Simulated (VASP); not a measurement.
Shape and ions are relaxed at each volume.

Input:

```
CELL_PARAMETERS angstrom
      1.47811    -2.56016     0.00000
      1.47811     2.56016     0.00000
      0.00000     0.00000     4.68144
ATOMIC_POSITIONS crystal
  Ti 0.33333 0.66667 0.25000
  Ti 0.66667 0.33333 0.75000
```

Method: revPBE GGA, VASP's PBE PAW potentials (set 64) (plane waves; VASP 6.6.1). Settings: 520 eV cut-off, 14×14×8 Γ-centred mesh, first-order Methfessel-Paxton smearing of 0.10 eV, potentials Ti_sv.

Question: Give the energy at these volumes per atom, relative to the lowest: 16.66, 17.19, 17.72, 18.25, 18.78 Å³.

Answer: 23.3, 5.5, 0.0, 5.1, 19.6 meV/atom. A third-order Birch-Murnaghan fit gives B0 = 107 GPa and B0′ = 3.7.

Measured: bulk modulus 108 GPa at 0 K (computed value off by -1.2 %), as given by Vázquez-Parga, Fernández-Martínez, Viñes, J. Chem. Theory Comput. (2023), doi:10.1021/acs.jctc.3c00612, Supporting … [zero-point energy and finite temperature contributions removed].

The compound is Ti in the hcp structure. It was relaxed first.
